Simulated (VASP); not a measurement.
Energy against volume of KZnF3 (cubic perovskite). Calculation: PBE GGA with D3 dispersion (Becke-Johnson damping), VASP's PBE PAW potentials (set 64) (plane waves; VASP).

```json
[
 {"V (Å³/atom)": "12.947", "E (eV/atom)": "-4.20019"},
 {"V (Å³/atom)": "13.360", "E (eV/atom)": "-4.21132"},
 {"V (Å³/atom)": "13.774", "E (eV/atom)": "-4.21554"},
 {"V (Å³/atom)": "14.187", "E (eV/atom)": "-4.21379"},
 {"V (Å³/atom)": "14.600", "E (eV/atom)": "-4.20709"}
]
```

### Question
Fit a third-order Birch-Murnaghan equation of state.

### Answer

```yaml
volume_per_atom: 13.85 Å^3/atom
bulk_modulus: 74.2 GPa
pressure_derivative_of_the_bulk_modulus: 4.55
lattice_constant_a: 4.106 Å
```

The compound is KZnF3 in the cubic perovskite structure. It was relaxed first.
